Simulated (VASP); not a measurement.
Something may be wrong with this VASP 6.6.1 calculation of YbZr.

Contents of INCAR:

```
ALGO = Normal
EDIFF = 1E-7
ENCUT = 520
ISIF = 2
ISMEAR = -1
ISPIN = 2
IVDW = 13
LASPH = T
LCHARG = F
LDAU = T
LDAUJ = 0.5 0.5
LDAUL = 3 2
LDAUPRINT = 1
LDAUTYPE = 2
LDAUU = 5 3
LMAXMIX = 6
LMIXTAU = T
LORBIT = 11
LREAL = F
LWAVE = F
MAGMOM = 1 0
METAGGA = SCAN
NBANDS = 21
NELM = 3
PREC = Accurate
SIGMA = 0.1
```

Contents of KPOINTS:

```
k-points
0
Gamma
  8 8 8
```

POSCAR

```
YbZr
1.0
    0.0000000000      2.8086068369      2.8086068369
    2.8086068369      0.0000000000      2.8086068369
    2.8086068369      2.8086068369      0.0000000000
Yb Zr
1 1
Cartesian
    0.0000000000      0.0000000000      0.0000000000
    2.8086068369      2.8086068369      2.8086068369
```

Potentials or basis: VASP PAW PBE potentials, release 64 (Yb_2, Zr_sv), 4f in core.

Run with:

```sh
$ cat potpaw_PBE.64/Yb_2/POTCAR potpaw_PBE.64/Zr_sv/POTCAR > POTCAR
$ mpirun -np 1 vasp_std > vasp.out
```

OUTCAR:

```text
EDIFF = 1E-7
   ENCUT = 520
   ISIF = 2
   ISMEAR = -1
   ISPIN = 2
   IVDW = 13
   LASPH = T
   LORBIT = 11
   LREAL = F
   METAGGA = SCAN
   NELM = 3
   PREC = Accurate

 ion  position               nearest neighbor table
   1  0.000  0.000  0.000-   2 2.81   2 2.81   2 2.81   2 2.81   2 2.81   2 2.81
   2  0.500  0.500  0.500-   1 2.81   1 2.81   1 2.81   1 2.81   1 2.81   1 2.81

  LATTYP: Found a face centered cubic cell.
[... 1455 lines left out ...]

 VOLUME and BASIS-vectors are now :
 -----------------------------------------------------------------------------
  energy-cutoff  :      520.00
  volume of cell :       44.31
      direct lattice vectors                 reciprocal lattice vectors
     0.000000000  2.808606837  2.808606837    -0.178024205  0.178024205  0.178024205
     2.808606837  0.000000000  2.808606837     0.178024205 -0.178024205  0.178024205
     2.808606837  2.808606837  0.000000000     0.178024205  0.178024205 -0.178024205

 POSITION                                       TOTAL-FORCE (eV/Angst)
 -----------------------------------------------------------------------------------
      0.00000      0.00000      0.00000         0.000000      0.000000      0.000000
      2.80861      2.80861      2.80861         0.000000     -0.000000      0.000000
 -----------------------------------------------------------------------------------
    total drift:                                0.000000      0.000000      0.000000

  FREE ENERGIE OF THE ION-ELECTRON SYSTEM (eV)
  ---------------------------------------------------
  free  energy   TOTEN  =       -83.7634495695 eV

  energy  without entropy=      -83.6738484262  energy(sigma->0) =      -83.71864900

 total charge

# of ion       s       p       d       tot
------------------------------------------
    1        0.678   6.658   1.421   8.757
    2        2.501   5.927   1.320   9.748
--------------------------------------------------
tot          3.179  12.585   2.741  18.505

 magnetization (x)

# of ion       s       p       d       tot
------------------------------------------
    1        0.018   0.058   0.154   0.230
    2        0.022   0.001   0.123   0.146
--------------------------------------------------
tot          0.040   0.059   0.278   0.377
```

On the terminal:

```text
POSCAR found type information on POSCAR YbZr
[... 33 lines left out ...]
 -----------------------------------------------------------------------------
```

Problem. What happened, and what is wrong with the input?

Solution. The calculation stopped without meeting its thresholds. The input holds a flaw that was put in on purpose: too few electronic steps (NELM = 3).
